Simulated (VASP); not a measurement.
The input files of a VASP run:

**POSCAR**
```
GaSb
1
    0.0000000000     3.1272992609     3.1272992609
    3.1272992609     0.0000000000     3.1272992609
    3.1272992609     3.1272992609     0.0000000000
Ga Sb
1 1
Direct
  0.0000000000   0.0000000000   0.0000000000
  0.2500000000   0.2500000000   0.2500000000
```

KPOINTS:
```
Regular mesh
0
Gamma
8 8 8
```

### INCAR
```
SYSTEM = GaSb
PREC = Accurate; ENCUT = 520; LREAL = F
LASPH = T
EDIFF = 1E-7; NELM = 100; ALGO = Normal
LMAXMIX = 4; LMIXTAU = T
ISMEAR = 0; SIGMA = 0.05
METAGGA = R2SCAN
ISIF = 2
LWAVE = F; LCHARG = F
```

POTCAR, in this order: Ga_d Sb (PBE.64 set). Program: vasp_std.

Q: Write an equivalent input for Ansatz.

A: One equivalent input (not run):
Ansatz 0.2 input:
```yaml
crystal:
  lattice:
    - [0.0000000, 3.1272993, 3.1272993]
    - [3.1272993, 0.0000000, 3.1272993]
    - [3.1272993, 3.1272993, 0.0000000]
  atoms:
    - { symbol: Ga, position: [0.0000000, 0.0000000, 0.0000000] }
    - { symbol: Sb, position: [0.2500000, 0.2500000, 0.2500000] }
kpoints:
  mp_grid: { grid: [8, 8, 8] }
hamiltonian:
  xc: r2scan
  pseudopotentials: { kind: paw }
scf:
  occupations: { method: gaussian, width: 0.05 }
  max_iter: 100
output: { forces: true, stress: true, eigenvalues: true }
```
What does not carry over: each code has its own PAW files, so the cut-off isn't converted (ENCUT is set for VASP's; basis.ecutwfc is left out, and Ansatz then takes the one that its files recommend); Ansatz stops its SCF on the density residual and VASP on the energy change (EDIFF).

The compound is GaSb in the zinc blende structure. This cell is one point of a volume scan, at 1.06 of the reference volume.
